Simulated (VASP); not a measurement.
Input for VASP

### KPOINTS
```
Automatic mesh
0
Gamma
7 7 7
0 0 0
```

INCAR:
```
SYSTEM = Rb
PREC = Accurate
ENCUT = 400
EDIFF = 1E-6
NELM = 100
ALGO = Normal
LREAL = .FALSE.
LASPH = .TRUE.
ISMEAR = 0
SIGMA = 1.5
GGA = PE
LMAXMIX = 4
LWAVE = .FALSE.
LCHARG = .FALSE.
ISIF = 2
```

File POSCAR:
```
Rb
1
   -2.8250000000     2.8250000000     2.8250000000
    2.8250000000    -2.8250000000     2.8250000000
    2.8250000000     2.8250000000    -2.8250000000
Rb
1
Direct
  0.0000000000   0.0000000000   0.0000000000
```

POTCAR, in this order: Rb_sv (PBE.64 set). Program: vasp_std.

Output

**standard output**
```
 POSCAR found type information on POSCAR Rb
 POSCAR found :  1 types and       1 ions
 Reading from existing POTCAR
 Reading from existing POTCAR
 LDA part: xc-table for (Slater+PW92), standard interpolation
 POSCAR, INCAR and KPOINTS ok, starting setup
 WAVECAR not read
 entering main loop
       N       E                     dE             d eps       ncg     rms          rms(c)
DAV:   1     0.404853521234E+02    0.40485E+02   -0.30699E+03   320   0.670E+02
DAV:   2     0.820429593631E+00   -0.39665E+02   -0.38931E+02   360   0.132E+02
DAV:   3    -0.133734983039E+01   -0.21578E+01   -0.21524E+01   448   0.351E+01
DAV:   4    -0.141720809355E+01   -0.79858E-01   -0.79491E-01   472   0.496E+00
DAV:   5    -0.141790855160E+01   -0.70046E-03   -0.70043E-03   544   0.391E-01    0.141E+00
DAV:   6    -0.141913120929E+01   -0.12227E-02   -0.17207E-03   432   0.312E-01    0.828E-01
DAV:   7    -0.142041345055E+01   -0.12822E-02   -0.31658E-03   432   0.410E-01    0.430E-02
DAV:   8    -0.142055797171E+01   -0.14452E-03   -0.15561E-04   464   0.112E-01    0.106E-02
DAV:   9    -0.142056195119E+01   -0.39795E-05   -0.64251E-06   520   0.171E-02    0.530E-03
DAV:  10    -0.142056202943E+01   -0.78242E-07   -0.21059E-06   456   0.925E-03
   1 F= -.14205620E+01 E0= -.95973280E+00  d E =-.921658E+00
```

OUTCAR:
```
------------------------ aborting loop because EDIFF is reached ----------------------------------------
  FORCE on cell =-STRESS in cart. coord.  units (eV):
  Direction    XX          YY          ZZ          XY          YZ          ZX
  --------------------------------------------------------------------------------------
  Total        0.1666750      0.1666750      0.1666750      0.0000000     -0.0000000      0.0000000
  in kB        2.9611868      2.9611868      2.9611868      0.0000000     -0.0000000      0.0000000
  external PRESSURE =       2.9611868 kB  Pullay stress =       0.0000000 kB
  volume of cell :       90.18
      direct lattice vectors                 reciprocal lattice vectors
    -2.825000000  2.825000000  2.825000000     0.000000000  0.176991150  0.176991150
     2.825000000 -2.825000000  2.825000000     0.176991150  0.000000000  0.176991150
     2.825000000  2.825000000 -2.825000000     0.176991150  0.176991150  0.000000000
 POSITION                                       TOTAL-FORCE (eV/Angst)
 -----------------------------------------------------------------------------------
      0.00000      0.00000      0.00000        -0.000000      0.000000      0.000000
 -----------------------------------------------------------------------------------
    total drift:                                0.000000      0.000000     -0.000000
  FREE ENERGIE OF THE ION-ELECTRON SYSTEM (eV)
  ---------------------------------------------------
  free  energy   TOTEN  =        -1.4205620294 eV

  energy  without entropy=       -0.4989035763  energy(sigma->0) =       -0.95973280
```
(Selected blocks of OUTCAR.)

### Question
Read input and log: which fault does this run have?
A) SIGMA is far too large
B) selective dynamics freezes every atom
C) NELM is too small, so the electronic loop ends before EDIFF is met
D) LSORBIT needs the non-collinear program vasp_ncl

### Answer
A, SIGMA is far too large. The run ends without an error. Against the sound run, the energy per atom (σ→0) falls by 0.022 eV/atom; the pressure goes up by 0.28 GPa.

To mend it, set ISMEAR = 1, set SIGMA = 0.1.

The mended run (PBE GGA, plane waves, VASP's PBE PAW potentials (set 64)) converges, and its OSZICAR ends with
```
   1 F= -.93783485E+00 E0= -.93782678E+00  d E =-.241849E-04
```

The compound is Rb in the bcc structure. The cell was not relaxed at this level.
